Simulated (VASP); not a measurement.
The input files of a VASP run:

KPOINTS:
```
Automatic mesh
0
Gamma
7 7 4
0 0 0
```

### POSCAR
```
SnS2
1
    1.8155862773    -3.1446879496     0.0000000000
    1.8155862773     3.1446879496    -0.0000000000
    0.0000000000     0.0000000000     5.7099782811
Sn S
1 2
Direct
  0.0000000000   1.0000000000   0.0000000000
  0.3333330000   0.6666670000   0.2570227284
  0.6666670000   0.3333330000   0.7429772716
```

**INCAR**
```
SYSTEM = SnS2
PREC = Accurate
ENCUT = 500
EDIFF = 1E-6
NELM = 100
ALGO = Normal
LREAL = .FALSE.
LASPH = .TRUE.
ISMEAR = 0
SIGMA = 0.05
LMAXMIX = 4
LWAVE = .FALSE.
LCHARG = .FALSE.
IBRION = 2
ISIF = 3
NSW = 40
EDIFFG = -0.02
```

POTCAR, in this order: Sn_d S (LDA.64 set). Program: vasp_std.

Task: Translate this LDA calculation to Quantum ESPRESSO's pw.x.

Result: One equivalent input (not run):
```
&CONTROL
  calculation = 'vc-relax'
  pseudo_dir = './pseudo'
  outdir = './out'
  tprnfor = .true.
  tstress = .true.
  nstep = 40
  forc_conv_thr = 0.00078
/
&SYSTEM
  ibrav = 0
  nat = 3
  ntyp = 2
  ecutwfc = 72
  occupations = 'smearing'
  smearing = 'gaussian'
  degauss = 0.003675
  input_dft = 'pz'
/
&ELECTRONS
  conv_thr = 7.3e-08
  electron_maxstep = 100
/
&IONS
/
&CELL
/
ATOMIC_SPECIES
  Sn 118.710 Sn.upf
  S 32.060 S.upf
CELL_PARAMETERS angstrom
     1.8155863   -3.1446879    0.0000000
     1.8155863    3.1446879   -0.0000000
     0.0000000    0.0000000    5.7099783
ATOMIC_POSITIONS crystal
  Sn   0.0000000  1.0000000  0.0000000
  S    0.3333330  0.6666670  0.2570227
  S    0.6666670  0.3333330  0.7429773
K_POINTS automatic
  7 7 4 0 0 0
```
Limits of the translation: the potentials are each code's own (VASP's PAW set, PseudoDojo norm-conserving files in pw.x), so ENCUT and ecutwfc are chosen apart and not converted; conv_thr bounds pw.x's estimated SCF error, while EDIFF bounds the energy change between steps; forc_conv_thr acts on force components and is met together with etot_conv_thr.

The compound is SnS2 in the 1T layered structure. It was relaxed first.
